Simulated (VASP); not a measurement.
Consider the following.

```
CELL_PARAMETERS angstrom
      1.69677     0.97963     6.33513
     -1.69677     0.97963     6.33513
      0.00000    -1.95926     6.33513
ATOMIC_POSITIONS crystal
  Ta 0.00000 0.00000 0.00000
  Se 0.24578 0.24578 0.24578
  Se 0.75422 0.75422 0.75422
```

Calculation: LDA (Ceperley-Alder, Perdew-Zunger), VASP's LDA PAW potentials (set 64) (plane waves; VASP). Numerical set-up: 400 eV cut-off, 12×12×12 Γ-centred mesh, tetrahedra with Blöchl corrections, potentials Ta_pv Se.

The cores are frozen, which limits the accuracy of field gradients.

Question: Give the principal components of the electric field gradient (V/Å²) and the asymmetry η at each nucleus.

Answer: 
```
atom   Vxx   Vyy     Vzz     η
----  ----  ----  ------  ----
Ta1   80.3  80.3  -160.5  0.00
Se2    8.6   8.6   -17.2  0.00
Se3    8.6   8.6   -17.2  0.00
```

The structure comes from a computed database's TaSe2 entry (R-3m); how it stands against other phases isn't given here. It was relaxed first, which changed the volume by -11 %.
